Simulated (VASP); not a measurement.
Here is the system:

```
Hf
1.0
    1.58396    -2.74351     0.00000
    1.58396     2.74351     0.00000
    0.00000     0.00000     5.01135
Hf
2
Direct
  0.33333   0.66667   0.25000
  0.66667   0.33333   0.75000
```

Computed with PBE GGA with D3 dispersion (Becke-Johnson damping), VASP's PBE PAW potentials (set 64) (plane waves; VASP). Numerical set-up: 520 eV cut-off, Gaussian smearing of 0.050 eV, potentials Hf_pv.

Give the energies of bands 7 to 13 at the high-symmetry points, in eV from the Fermi level.

```csv
band,Γ,M,K,A,L,H
7,-7.50,-3.42,-2.26,-5.47,-3.51,-1.84
8,-3.81,-2.87,-1.83,-5.47,-3.51,-1.84
9,0.72,-2.34,-1.83,0.12,-1.05,-1.52
10,1.17,-0.78,-1.48,0.12,-1.05,-1.52
11,1.17,0.76,0.35,1.05,1.25,-0.19
12,1.46,0.89,0.35,1.05,1.25,-0.19
13,2.02,1.71,2.09,1.05,2.69,2.55
```

It has no gap at this level: it comes out as a metal or semimetal.

The compound is Hf in the hcp structure. It was relaxed first.
